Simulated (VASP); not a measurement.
All values below come from PBEsol GGA, VASP's PBE PAW potentials (set 64) (plane waves; VASP 6.6.1).

The input files of a VASP run:

### POSCAR
```
PtSe
1
    3.6991629231     0.0000000000    -0.0000000000
   -1.8495814616     3.2035691460    -0.0000000000
   -0.0000000000    -0.0000000000     7.2091006168
Pt Se
2 2
Direct
  0.3333330000   0.6666670000   0.0179322789
  0.6666670000   0.3333330000   0.5179322789
  0.3333330000   0.6666670000   0.3570677211
  0.6666670000   0.3333330000   0.8570677211
```

INCAR:
```
! general
SYSTEM  = PtSe
PREC    = Accurate
ENCUT   = 400
LREAL   = .FALSE.
LASPH   = .TRUE.

! electronic loop
EDIFF   = 1E-7
NELM    = 100
ALGO    = Normal
LMAXMIX = 6

! smearing
ISMEAR  = -5

! functional
GGA     = PS

! ions
ISIF    = 2

! output
LWAVE   = .FALSE.
LCHARG  = .TRUE.
LORBIT  = 11
NEDOS   = 601

! other
LEFG    = .TRUE.
```

### KPOINTS
```
Automatic mesh
0
Gamma
11 11 5
0 0 0
```

POTCAR, in this order: Pt Se (PBE.64 set). Program: vasp_std.

The resulting files:

File OSZICAR:
```
       N       E                     dE             d eps       ncg     rms          rms(c)
DAV:   1     0.156720278411E+03    0.15672E+03   -0.12902E+04  1920   0.116E+03
DAV:   2    -0.138548120625E+02   -0.17058E+03   -0.16273E+03  2340   0.243E+02
DAV:   3    -0.219196780686E+02   -0.80649E+01   -0.77691E+01  2308   0.533E+01
DAV:   4    -0.220600313388E+02   -0.14035E+00   -0.13964E+00  2180   0.747E+00
DAV:   5    -0.220630003971E+02   -0.29691E-02   -0.29698E-02  2284   0.101E+00    0.167E+01
DAV:   6    -0.214874665506E+02    0.57553E+00   -0.28365E+00  2064   0.136E+01    0.938E+00
DAV:   7    -0.214086688026E+02    0.78798E-01   -0.29743E-01  2004   0.485E+00    0.391E+00
DAV:   8    -0.213855572993E+02    0.23112E-01   -0.74187E-02  2144   0.221E+00    0.354E-01
DAV:   9    -0.213850989640E+02    0.45834E-03   -0.61824E-03  2136   0.510E-01    0.186E-01
DAV:  10    -0.213850307460E+02    0.68218E-04   -0.14257E-03  2120   0.267E-01    0.540E-02
DAV:  11    -0.213850321173E+02   -0.13713E-05   -0.67990E-05  2152   0.663E-02    0.212E-02
DAV:  12    -0.213850250240E+02    0.70933E-05   -0.77318E-06  2144   0.217E-02    0.770E-03
DAV:  13    -0.213850220859E+02    0.29381E-05   -0.24949E-06  2112   0.957E-03    0.147E-03
DAV:  14    -0.213850220507E+02    0.35204E-07   -0.50745E-08  1228   0.162E-03
   1 F= -.21385022E+02 E0= -.21385022E+02  d E =0.000000E+00
```

### OUTCAR
```
------------------------ aborting loop because EDIFF is reached ----------------------------------------
  FORCE on cell =-STRESS in cart. coord.  units (eV):
  Direction    XX          YY          ZZ          XY          YZ          ZX
  --------------------------------------------------------------------------------------
  Total        0.0313673      0.0313673      0.0916961     -0.0000000     -0.0000000      0.0000000
  in kB        0.5882590      0.5882590      1.7196607     -0.0000000     -0.0000000      0.0000000
  external PRESSURE =       0.9653929 kB  Pullay stress =       0.0000000 kB
  volume of cell :       85.43
      direct lattice vectors                 reciprocal lattice vectors
     3.699162923  0.000000000  0.000000000     0.270331429  0.156075919  0.000000000
    -1.849581462  3.203569146  0.000000000     0.000000000  0.312151839  0.000000000
     0.000000000  0.000000000  7.209100617     0.000000000  0.000000000  0.138713558
 POSITION                                       TOTAL-FORCE (eV/Angst)
 -----------------------------------------------------------------------------------
     -0.00000      2.13571      0.12928        -0.000000      0.000000      0.039611
      1.84958      1.06786      3.73383         0.000000     -0.000000      0.039611
     -0.00000      2.13571      2.57414        -0.000000      0.000000     -0.039611
      1.84958      1.06786      6.17869         0.000000      0.000000     -0.039611
 -----------------------------------------------------------------------------------
    total drift:                               -0.001122      0.000647      0.001412
  FREE ENERGIE OF THE ION-ELECTRON SYSTEM (eV)
  ---------------------------------------------------
  free  energy   TOTEN  =       -21.3850220507 eV

  energy  without entropy=      -21.3850220507  energy(sigma->0) =      -21.38502205

 total charge

# of ion       s       p       d       tot
------------------------------------------
    1        0.652   0.536   8.164   9.352
    2        0.652   0.536   8.164   9.352
    3        1.462   2.217   0.128   3.807
    4        1.462   2.217   0.128   3.807
--------------------------------------------------
tot          4.228   5.506  16.583  26.317

 Electric field gradients after diagonalization (V/A^2)
 (convention: |V_zz| > |V_xx| > |V_yy|)
----------------------------------------------------------------------
 ion       V_xx      V_yy      V_zz     asymmetry (V_yy - V_xx)/ V_zz
----------------------------------------------------------------------
   1     103.692   103.690  -207.382       0.000
   2     103.692   103.690  -207.382       0.000
   3      18.820    18.820   -37.640       0.000
   4      18.820    18.820   -37.640       0.000
```
(Selected blocks of OUTCAR.)

### OUTCAR
```
 val. band max:        5.8501866603   @ k =   0.2727   0.2727   0.2000

 cond. band min:       5.7847264227   @ k =   0.0909   0.0909   0.2000


 Fermi energy:         5.8412116392

 k-point     1 :       0.0000    0.0000    0.0000
  band No.  band energies     occupation
      1      -9.3441      2.00000
      2      -8.6586      2.00000
      3      -1.1298      2.00000
      4      -0.3922      2.00000
      5       0.4251      2.00000
      6       0.4252      2.00000
      7       0.8440      2.00000
      8       0.8440      2.00000
      9       2.5690      2.00000
     10       2.6393      2.00000
     11       2.6393      2.00000
     12       2.9013      2.00000
     13       2.9013      2.00000
     14       6.1017     -0.06505
     15       6.4434      0.00000
     16       6.4434      0.00000
     17       7.7899      0.00000
     18       8.1477      0.00000
     19       8.1477      0.00000
     20       9.9647      0.00000

 k-point     2 :       0.0909   -0.0000    0.0000
  band No.  band energies     occupation
      1      -9.2822      2.00000
      2      -8.6177      2.00000
      3      -1.0401      2.00000
      4      -0.3484      2.00000
      5       0.3034      2.00000
      6       0.4355      2.00000
      7       0.7614      2.00000
      8       0.8839      2.00000
      9       2.4851      2.00000
     10       2.5792      2.00000
     11       2.6449      2.00000
     12       2.9179      2.00000
     13       2.9443      2.00000
     14       6.0798      0.26637
     15       6.3296     -0.04812
     16       6.3424      0.00000
     17       7.2349      0.00000
     18       8.1125      0.00000
     19       8.4153      0.00000
     20      10.3460      0.00000

 k-point     3 :       0.1818   -0.0000    0.0000
  band No.  band energies     occupation
      1      -9.1089      2.00000
      2      -8.5073      2.00000
      3      -0.8073      2.00000
      4      -0.2893      2.00000
      5       0.0809      2.00000
...
```

For a metal the tetrahedron method with Blöchl corrections gives inexact stress and forces. Unless said otherwise, spin-orbit coupling is left out, though it shifts the bands of the heavy elements here.

The structure was generated: PtSe was put into the wurtzite type (P6_3mc), which need not be its known phase. It was relaxed first, which changed the volume by -17 %.
